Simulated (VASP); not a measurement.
Input:

```xyz
6
Lattice="3.8960 0.0000 0.0000 0.0000 2.5444 4.3966 0.0000 -2.5444 4.3966" Properties=species:S:1:pos:R:3 pbc="T T T"
Ce     0.0000     0.0000     0.0304
Al     0.0000     0.0000     5.9048
Cu     0.0000     0.0000     2.9226
Cu     1.9480     0.0000     4.3691
Ni     1.9480     1.2826     6.5716
Ni     1.9480    -1.2826     6.5716
```

Calculation: PBEsol GGA, VASP's PBE PAW potentials (set 64) (plane waves; VASP). Settings: 400 eV cut-off, Gaussian smearing of 0.050 eV, potentials Ce Al Cu Ni.

Task: What does the run give for the band gap (along the path) with the smallest direct gap where there is one?

Result: 
```json
{
  "band gap (along the path)": "none (metal, semimetal or under 0.01 eV)"
}
```

Total energies compare only between runs with the same potentials, cut-off and functional.

The structure comes from a computed database's AlCeCu2Ni2 entry (Amm2); how it stands against other phases isn't given here. It was relaxed first. The run is not spin-polarised, so no magnetic state was tried. The electron count is odd and the run is not spin-polarised, which forces a metal.
